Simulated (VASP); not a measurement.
A run of VASP 6.6.1 is set up as follows.

Contents of INCAR:

```
PREC = Accurate
ENCUT = 520
EDIFF = 1E-6
ISMEAR = -1
SIGMA = 0.05
LREAL = F
LASPH = T
NELM = 100
ALGO = Normal
ISIF = 2
LWAVE = F
LCHARG = T
ISPIN = 2
MAGMOM = 0 0 4 1 0 0 0 0 0 0
LORBIT = 11
LMAXMIX = 6
GGA = PE
LVHAR = T
KPAR = 4
```

The input KPOINTS:

```
regular mesh
0
Gamma
  6 6 5
```

Contents of POSCAR:

```
NaLaMnMoO6
1.0
    5.1093400000     -0.0066900000      0.0105600000
   -0.2394500000      5.6892500000      0.0070300000
   -0.9289900000     -2.8254200000      5.1188400000
Na La Mn Mo O
1 1 1 1 6
Direct
    0.4077600000      0.3808600000      0.0751900000
    0.0369000000      0.6632500000      0.6859800000
    0.4427100000      0.0426800000      0.4063800000
    0.9025100000      0.9638700000      0.3044200000
    0.7362700000      0.6956900000      0.9941700000
    0.7228800000      0.9184600000      0.5529900000
    0.7011200000      0.2736800000      0.3729200000
    0.1922400000      0.7532500000      0.3666000000
    0.1792600000      0.0336500000      0.1167200000
    0.2003400000      0.2746200000      0.6319700000
```

Potentials or basis: VASP PAW PBE potentials, release 64 (Na_pv, La, Mn_pv, Mo_sv, O).

The run is started by

```bash
$ cat potpaw_PBE.64/Na_pv/POTCAR potpaw_PBE.64/La/POTCAR potpaw_PBE.64/Mn_pv/POTCAR potpaw_PBE.64/Mo_sv/POTCAR potpaw_PBE.64/O/POTCAR > POTCAR
$ mpirun -np 4 vasp_std > vasp.out
```

What does it give for the band gap on the k mesh?

0.84 eV, indirect (least direct gap 1.09 eV).

Predict the largest force.

0.113 eV/Å.

Estimate the site moments.

Na +0.00; La +0.02; Mn +3.03; Mo -0.31; O +0.02, +0.00, -0.00, +0.01, +0.07 μB.

What does it give for the pressure?

0.2 GPa.

Stress tensor (GPa, compression positive):
```
 0.34  0.00  0.04
 0.00  0.18 -0.02
 0.04 -0.02  0.18
```

Caveat: spin-orbit coupling is left out, which moves the levels of the heavy elements; an odd mesh through Γ misses points on the zone boundary, where band edges often lie; a cell with one magnetic atom can't hold antiferromagnetic order, which such compounds often take.
